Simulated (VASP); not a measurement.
Given:

```xyz
4
Lattice="4.1867 2.0890 2.0890 2.0890 4.1867 2.0890 2.0890 2.0890 4.1867" Properties=species:S:1:pos:R:3 pbc="T T T"
Ni     0.0000     0.0000     0.0000
Ni     4.1823     4.1823     4.1823
O      2.0912     2.0912     2.0912
O      6.2735     6.2735     6.2735
```
Starting moments (μB, in the order of the record's atoms Ni Ni O O): 1.4 -1.4 0.0 0.0.

Method: PBE GGA, VASP's PBE PAW potentials (set 64) (plane waves; VASP 6.6.1). Numerical set-up: 520 eV cut-off, 10×10×10 Γ-centred mesh, tetrahedra with Blöchl corrections, potentials Ni O.

Task: Predict the cell moment, energy per atom (σ→0).

Result: 
```
Item                           Result
---------------------  --------------
cell moment                   0.00 μB
energy per atom (σ→0)  -5.872 eV/atom
```

Task: Give the moment on each site (PAW-sphere projection).

Result: 
```
site  moment (μB)
----  -----------
Ni1          1.35
Ni2         -1.35
O3           0.00
O4           0.00
```

Only differences to runs with the same potentials and settings are physical.

The compound is NiO in the rock salt, AFM-II order structure. It was relaxed first.
